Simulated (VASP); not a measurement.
Data:

```xyz
1
Lattice="0.0000 1.9123 1.9123 1.9123 0.0000 1.9123 1.9123 1.9123 0.0000" Properties=species:S:1:pos:R:3 pbc="T T T"
Pt     0.0000     0.0000     0.0000
```

These are MS2 meta-GGA, VASP's PBE PAW potentials (set 64) (plane waves; VASP) values and carry that method's errors. Run with 520 eV cut-off, 16×16×16 Γ-centred mesh, first-order Methfessel-Paxton smearing of 0.10 eV, potentials Pt.

### Question
Give the stress tensor in GPa (positive for a compressed cell).

### Answer

```
21.84   0.00   0.00
 0.00  21.84   0.00
 0.00   0.00  21.84
```
The pressure is its mean diagonal, 21.84 GPa.

The compound is Pt in the fcc structure. This cell is one point of a volume scan, at 0.94 of the reference volume.
